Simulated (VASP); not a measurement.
Computed with G0W0 on PBE orbitals, VASP's PBE PAW potentials (set 64) (plane waves; VASP).

VASP ran on this input.

**KPOINTS**
```
Automatic mesh
0
Gamma
6 6 6
0 0 0
```

**POSCAR**
```
NaCl
1.0
  0.0000000000   2.8200000000   2.8200000000
  2.8200000000   0.0000000000   2.8200000000
  2.8200000000   2.8200000000   0.0000000000
Na Cl
1 1
Cart
  0.0000000000   0.0000000000   0.0000000000
  2.8200000000   2.8200000000   2.8200000000
```

**INCAR**
```
SYSTEM = NaCl
PREC = Normal
ENCUT = 500
ALGO = EVGW0
LREAL = .FALSE.
LASPH = .TRUE.
ISMEAR = 0
SIGMA = 0.01
GGA = PE
LWAVE = .TRUE.
LCHARG = .FALSE.
NBANDS = 128
ENCUTGW = 180
NELMGW = 1
NOMEGA = 64
NBANDSGW = 18
LSPECTRALGW = .TRUE.
```

POTCAR, in this order: Na_sv_GW Cl_GW (PBE.64 set). Program: vasp_std. Read from the step before: W*.

Output

OUTCAR:
```
 ion  position               nearest neighbor table
   1  0.000  0.000  0.000-
   2  0.500  0.500  0.500-
  LATTYP: Found a face centered cubic cell.
 ALAT       =     5.6400000000
 Subroutine PRICEL returns:
 Original cell was already a primitive cell.
 Subroutine GETGRP returns: Found 48 space group operations
The static configuration has the point symmetry O_h .
The dynamic configuration has the point symmetry O_h .
 Subroutine INISYM returns: Found 48 space group operations
 Subroutine IBZKPT returns following result:
 Found     16 irreducible k-points:

 Following reciprocal coordinates:
            Coordinates               Weight
  0.000000  0.000000  0.000000      1.000000
  0.166667  0.000000  0.000000      8.000000
  0.333333  0.000000  0.000000      8.000000
  0.500000  0.000000  0.000000      4.000000
  0.166667  0.166667  0.000000      6.000000
  0.333333  0.166667  0.000000     24.000000
  0.500000  0.166667  0.000000     24.000000
 -0.333333  0.166667  0.000000     24.000000
 -0.166667  0.166667  0.000000     12.000000
  0.333333  0.333333  0.000000      6.000000
  0.500000  0.333333  0.000000     24.000000
 -0.333333  0.333333  0.000000     12.000000
  0.500000  0.500000  0.000000      3.000000
  0.500000  0.333333  0.166667     24.000000
 -0.333333  0.333333  0.166667     24.000000
 -0.333333  0.500000  0.166667     12.000000
 Subroutine IBZKPT_HF returns following result:
   k-points           NKPTS =     16   k-points in BZ     NKDIM =    216   number of bands    NBANDS=    128
   number of dos      NEDOS =    301   number of ions     NIONS =      2
   total plane-waves  NPLWV =  13824
   dimension x,y,z NGX =    24 NGY =   24 NGZ =   24
   dimension x,y,z NGXF=    48 NGYF=   48 NGZF=   48
   ions per type =               1   1
   PREC   = normal    normal or accurate (medium, high low for compatibility)
...
```

File OSZICAR:
```
energies w=
    0.000    0.000    1.205    0.000    2.407    0.000    3.604    0.000
    4.795    0.000    5.976    0.000    7.147    0.000    8.305    0.000
    9.450    0.000   10.581    0.000   11.697    0.000   12.799    0.000
   13.886    0.000   14.959    0.000   16.019    0.000   17.067    0.000
   18.103    0.000   19.129    0.000   20.147    0.000   21.157    0.000
   22.161    0.000   23.162    0.000   24.161    0.000   25.159    0.000
   26.160    0.000   27.165    0.000   28.176    0.000   29.196    0.000
   30.227    0.000   31.272    0.000   32.335    0.000   33.417    0.000
   34.522    0.000   35.655    0.000   36.819    0.000   38.018    0.000
   39.258    0.000   40.544    0.000   41.881    0.000   43.278    0.000
   44.741    0.000   46.279    0.000   47.902    0.000   49.622    0.000
   51.452    0.000   53.409    0.000   55.509    0.000   57.775    0.000
   60.233    0.000   62.913    0.000   65.853    0.000   69.098    0.000
   72.705    0.000   76.743    0.000   81.301    0.000   86.493    0.000
   92.467    0.000   99.418    0.000  107.613    0.000  117.420    0.000
  129.366    0.000  144.232    0.000  163.227    0.000  188.324    0.000
NQ=   1    0.0000    0.0000    0.0000,
 performed        488000 updates of chi_q(r,r)
NQ=   2    0.1667    0.0000    0.0000,
 performed       1400000 updates of chi_q(r,r)
NQ=   3    0.3333    0.0000    0.0000,
 performed       2312000 updates of chi_q(r,r)
NQ=   4    0.5000    0.0000    0.0000,
 performed       2993000 updates of chi_q(r,r)
NQ=   5    0.1667    0.1667    0.0000,
 performed       3799000 updates of chi_q(r,r)
NQ=   6    0.3333    0.1667    0.0000,
 performed       5098000 updates of chi_q(r,r)
NQ=   7    0.5000    0.1667    0.0000,
 performed       6397000 updates of chi_q(r,r)
NQ=   8   -0.3333    0.1667    0.0000,
 performed       7696000 updates of chi_q(r,r)
NQ=   9   -0.1667    0.1667    0.0000,
 performed       8755000 updates of chi_q(r,r)
NQ=  10    0.3333    0.3333    0.0000,
 performed       9561000 updates of chi_q(r,r)
NQ=  11    0.5000    0.3333    0.0000,
 performed      10860000 updates of chi_q(r,r)
NQ=  12   -0.3333    0.3333    0.0000,
 performed      11919000 updates of chi_q(r,r)
NQ=  13    0.5000    0.5000    0.0000,
 performed      12545000 updates of chi_q(r,r)
NQ=  14    0.5000    0.3333    0.1667,
 performed      13853000 updates of chi_q(r,r)
NQ=  15   -0.3333    0.3333    0.1667,
 performed      15041000 updates of chi_q(r,r)
NQ=  16   -0.3333    0.5000    0.1667,
 performed      16100000 updates of chi_q(r,r)
 resolving degeneracies of screened two electron integrals
```

File OUTCAR:
```


 k-point   1 :       0.0000    0.0000    0.0000
  band No.  KS-energies  QP-energies   sigma(KS)   V_xc(KS)     V^pw_x(r,r')   Z            occupation Imag(sigma)

      1     -49.8156     -58.6963     -40.8239     -29.2760     -49.1343       0.7690       2.0000       0.4942
      2     -21.7514     -27.3425     -35.2229     -28.3201     -41.3625       0.8100       2.0000       0.2020
      3     -21.7514     -27.3425     -35.2229     -28.3201     -41.3625       0.8100       2.0000       0.2020
      4     -21.7514     -27.3425     -35.2229     -28.3201     -41.3625       0.8100       2.0000       0.2020
      5     -13.5935     -15.0706     -17.0531     -14.9683     -24.2358       0.7085       2.0000       1.5657
      6      -0.9352      -2.8639     -16.9475     -14.5192     -18.8535       0.7942       2.0000       0.1419
      7      -0.9352      -2.8639     -16.9475     -14.5192     -18.8535       0.7942       2.0000       0.1419
      8      -0.9352      -2.8639     -16.9475     -14.5192     -18.8535       0.7942       2.0000       0.1419
      9       4.1791       5.0855      -7.0460      -8.1101      -4.0836       0.8518       0.0000      -0.1076
     10      10.1015      11.3511      -6.7808      -8.2679      -3.4985       0.8403       0.0000      -0.1422
     11      10.1015      11.3511      -6.7808      -8.2679      -3.4985       0.8403       0.0000      -0.1422
     12      10.1015      11.3511      -6.7808      -8.2679      -3.4985       0.8403       0.0000      -0.1422
     13      12.1715      13.7830      -7.8682      -9.8190      -4.2727       0.8261       0.0000      -0.1716
     14      12.1715      13.7830      -7.8682      -9.8190      -4.2727       0.8261       0.0000      -0.1716
     15      13.9670      14.3441      -4.7463      -5.2092      -0.9346       0.8149       0.0000      -0.3443
     16      16.1943      17.4277      -7.1416      -8.6449      -3.0810       0.8206       0.0000      -0.4188
     17      16.1943      17.4277      -7.1416      -8.6449      -3.0810       0.8206       0.0000      -0.4188
     18      16.1943      17.4277      -7.1416      -8.6449      -3.0810       0.8206       0.0000      -0.4188

 k-point   2 :       0.1667    0.0000    0.0000
  band No.  KS-energies  QP-energies   sigma(KS)   V_xc(KS)     V^pw_x(r,r')   Z            occupation Imag(sigma)

      1     -49.8154     -58.7117     -40.8242     -29.2765     -49.1348       0.7704       2.0000       0.4942
      2     -21.7588     -27.2904     -35.1893     -28.2910     -41.3311       0.8019       2.0000       0.2074
      3     -21.7520     -27.3404     -35.2207     -28.3185     -41.3600       0.8097       2.0000       0.2021
      4     -21.7520     -27.3404     -35.2207     -28.3185     -41.3600       0.8097       2.0000       0.2021
      5     -13.5135     -14.9825     -17.1540     -15.0802     -24.3206       0.7084       2.0000       1.5396
      6      -1.5341      -3.5242     -16.1499     -13.6278     -18.0825       0.7891       2.0000       0.1518
      7      -1.0041      -2.9469     -16.8731     -14.4251     -18.7897       0.7936       2.0000       0.1433
      8      -1.0041      -2.9469     -16.8731     -14.4251     -18.7897       0.7936       2.0000       0.1433
      9       4.9907       5.9516      -7.5533      -8.6879      -4.5627       0.8469       0.0000      -0.1121
     10       9.3434      10.4515      -6.6486      -7.9673      -3.4091       0.8402       0.0000      -0.1432
     11      10.3783      11.6653      -6.9607      -8.4979      -3.6350       0.8373       0.0000      -0.1481
     12      10.3783      11.6653      -6.9607      -8.4979      -3.6350       0.8373       0.0000      -0.1481
     13      11.8797      13.4246      -7.7523      -9.6177      -4.2002       0.8282       0.0000      -0.1728
     14      11.8797      13.4246      -7.7523      -9.6177      -4.2002       0.8282       0.0000      -0.1728
     15      15.0339      15.8812      -6.0222      -7.0571      -2.0749       0.8187       0.0000      -0.3818
     16      16.3531      17.3423      -6.3234      -7.5208      -2.2509       0.8261       0.0000      -0.4567
     17      17.4747      18.8060      -7.3061      -8.9239      -3.0929       0.8229       0.0000      -0.4902
     18      17.4747      18.8060      -7.3061      -8.9239      -3.0929       0.8229       0.0000      -0.4902

 k-point   3 :       0.3333    0.0000    0.0000
  band No.  KS-energies  QP-energies   sigma(KS)   V_xc(KS)     V^pw_x(r,r')   Z            occupation Imag(sigma)

      1     -49.8150     -58.7261     -40.8249     -29.2775     -49.1358       0.7717       2.0000       0.4942
      2     -21.7731     -27.2733     -35.1253     -28.2343     -41.2715       0.7982       2.0000       0.2179
      3     -21.7531     -27.3348     -35.2165     -28.3154     -41.3555       0.8088       2.0000       0.2021
      4     -21.7531     -27.3348     -35.2165     -28.3154     -41.3555       0.8088       2.0000       0.2021
      5     -13.3468     -14.7992     -17.3699     -15.3204     -24.5034       0.7087       2.0000       1.4860
      6      -2.4623      -4.6021     -15.3512     -12.6363     -17.4341       0.7882       2.0000       0.1769
      7      -1.1355      -3.1058     -16.7393     -14.2542     -18.6771       0.7929       2.0000       0.1461
      8      -1.1355      -3.1058     -16.7393     -14.2542     -18.6771       0.7929       2.0000       0.1461
      9       6.1089       7.0748      -7.1366      -8.2782      -4.1116       0.8460       0.0000      -0.1191
     10       9.1312      10.3288      -7.7656      -9.2130      -4.3728       0.8273       0.0000      -0.1610
     11      10.1859      11.5677      -7.4072      -9.0585      -4.1171       0.8368       0.0000      -0.1453
     12      10.1859      11.5677      -7.4072      -9.0585      -4.1171       0.8368       0.0000      -0.1453
     13      12.9529      14.4480      -7.6982      -9.5218      -3.9585       0.8199       0.0000      -0.2119
     14      12.9529      14.4480      -7.6982      -9.5218      -3.9585       0.8199       0.0000      -0.2119
     15      14.3242      15.3594      -6.2192      -7.4817      -2.2860       0.8199       0.0000      -0.3287
     16      18.1075      19.8579      -8.6931     -10.8119      -4.0933       0.8261       0.0000      -0.5897
     17      18.9929      20.3869      -7.6828      -9.3737      -3.0929       0.8244       0.0000      -0.6528
     18      18.9929      20.3869      -7.6828      -9.3737      -3.0929       0.8244       0.0000      -0.6528

 k-point   4 :       0.5000    0.0000    0.0000
  band No.  KS-energies  QP-energies   sigma(KS)   V_xc(KS)     V^pw_x(r,r')   Z            occupation Imag(sigma)

      1     -49.8148     -58.7380     -40.8253     -29.2779     -49.1364       0.7728       2.0000       0.4942
      2     -21.7805     -27.2583     -35.0929     -28.2066     -41.2410       0.7955       2.0000       0.2230
      3     -21.7536     -27.3251     -35.2146     -28.3139     -41.3533       0.8074       2.0000       0.2021
      4     -21.7536     -27.3251     -35.2146     -28.3139     -41.3533       0.8074       2.0000       0.2021
      5     -13.2596     -14.7061     -17.4861     -15.4502     -24.6029       0.7105       2.0000       1.4584
      6      -2.8551      -5.0479     -15.0838     -12.2819     -17.2492       0.7826       2.0000       0.1914
      7      -1.1984      -3.1802     -16.6787     -14.1762     -18.6268       0.7920       2.0000       0.1474
      8      -1.1984      -3.1802     -16.6787     -14.1762     -18.6268       0.7920       2.0000       0.1474
      9       6.3255       7.2357      -6.6084      -7.6791      -3.6439       0.8501       0.0000      -0.1167
     10       9.7004      11.0398      -8.7467     -10.3925      -5.1010       0.8138       0.0000      -0.1911
     11       9.9563      11.3494      -7.4941      -9.1555      -4.2415       0.8385       0.0000      -0.1419
     12       9.9563      11.3494      -7.4941      -9.1555      -4.2415       0.8385       0.0000      -0.1419
     13      14.0821      14.9934      -5.7928      -6.9049      -1.8864       0.8194       0.0000      -0.3183
     14      14.8760      16.7829      -9.0420     -11.4007      -4.9357       0.8084       0.0000      -0.2761
     15      14.8760      16.7829      -9.0420     -11.4007      -4.9357       0.8084       0.0000      -0.2761
     16      16.3174      17.1754      -6.1451      -7.1914      -1.9794       0.8200       0.0000      -0.4560
     17      16.3174      17.1754      -6.1451      -7.1914      -1.9794       0.8200       0.0000      -0.4560
     18      16.3768      18.0812      -8.4537     -10.5380      -4.1502       0.8177       0.0000      -0.4233

 k-point   5 :       0.1667    0.1667    0.0000
  band No.  KS-energies  QP-energies   sigma(KS)   V_xc(KS)     V^pw_x(r,r')   Z            occupation Imag(sigma)

      1     -49.8153     -58.7213     -40.8243     -29.2766     -49.1350       0.7712       2.0000       0.4942
      2     -21.7581     -27.2907     -35.1907     -28.2933     -41.3328       0.8021       2.0000       0.2072
      3     -21.7535     -27.3256     -35.2160     -28.3135     -41.3548       0.8073       2.0000       0.2023
      4     -21.7535     -27.3256     -35.2160     -28.3135     -41.3548       0.8073       2.0000       0.2023
      5     -13.4905     -14.9569     -17.1758     -15.1069     -24.3382       0.7088       2.0000       1.5325
      6      -1.5528      -3.5415     -16.0866     -13.5638     -18.0130       0.7883       2.0000       0.1521
      7      -1.0987      -3.0569     -16.7924     -14.3225     -18.7244       0.7928       2.0000       0.1449
      8      -1.0987      -3.0569     -16.7924     -14.3225     -18.7244       0.7928       2.0000       0.1449
      9       5.2575       6.2495      -7.7302      -8.9064      -4.7137       0.8433       0.0000      -0.1144
     10       8.8980       9.9384      -6.2553      -7.4872      -3.0932       0.8445       0.0000      -0.1340
     11      10.7286      12.0275      -7.1249      -8.6831      -3.7278       0.8336       0.0000      -0.1587
     12      10.7286      12.0275      -7.1249      -8.6831      -3.7278       0.8336       0.0000      -0.1587
     13      10.7519      12.2090      -7.6142      -9.3621      -4.2092       0.8336       0.0000      -0.1586
     14      12.5331      14.1760      -7.9815      -9.9764      -4.3205       0.8235       0.0000      -0.1818
     15      16.1341      16.7458      -5.4354      -6.1728      -1.4294       0.8296       0.0000      -0.4773
     16      16.9003      18.1890      -7.1901      -8.7546      -3.0671       0.8237       0.0000      -0.4529
     17      16.9003      18.1890      -7.1901      -8.7546      -3.0671       0.8237       0.0000      -0.4529
...
```
(Selected blocks of OUTCAR.)

The mesh is coarse and the basis finite, so the quasiparticle values are not converged.

The compound is NaCl in the rock salt structure. The cell was not relaxed at this level.
